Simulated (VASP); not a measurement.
Calculation: PBEsol GGA, VASP's PBE PAW potentials (set 64) (plane waves; VASP).

VASP ran on this input.

**POSCAR**
```
RhN
1
   -0.0000000000     2.2703680426     2.2703680426
    2.2703680426    -0.0000000000     2.2703680426
    2.2703680426     2.2703680426    -0.0000000000
Rh N
1 1
Direct
  0.0000000000   0.0000000000   0.0000000000
  0.2500000000   0.2500000000   0.2500000000
```

### KPOINTS
```
K-points
0
gamma
  12 12 12
0 0 0
```

**INCAR**
```
SYSTEM = RhN
PREC = Accurate
ENCUT = 520
EDIFF = 1E-6
NELM = 100
ALGO = Normal
LREAL = .FALSE.
LASPH = .TRUE.
ISMEAR = 1
SIGMA = 0.1
GGA = PS
LMAXMIX = 4
LWAVE = .FALSE.
LCHARG = .FALSE.
IBRION = 2
ISIF = 3
NSW = 60
EDIFFG = -0.01
```

POTCAR, in this order: Rh_pv N (PBE.64 set). Program: vasp_std.

Question: What will the output report for the number of irreducible k-points (NKPTS), number of bands (NBANDS), largest plane-wave count, number of space-group operations, FFT grid (NGX, NGY, NGZ)?

Answer: 
```json
{
  "number of irreducible k-points (NKPTS)": "72",
  "number of bands (NBANDS)": "14",
  "largest_plane_wave_count": "648",
  "number_of_space_group_operations": "24",
  "FFT grid (NGX, NGY, NGZ)": "24 × 24 × 24"
}
```

The structure was generated: RhN was put into the zinc blende type (F-43m), which need not be its known phase. This run relaxes it. Symmetry was kept, so distortions that lower it aren't found. The start is the result of an earlier pass.
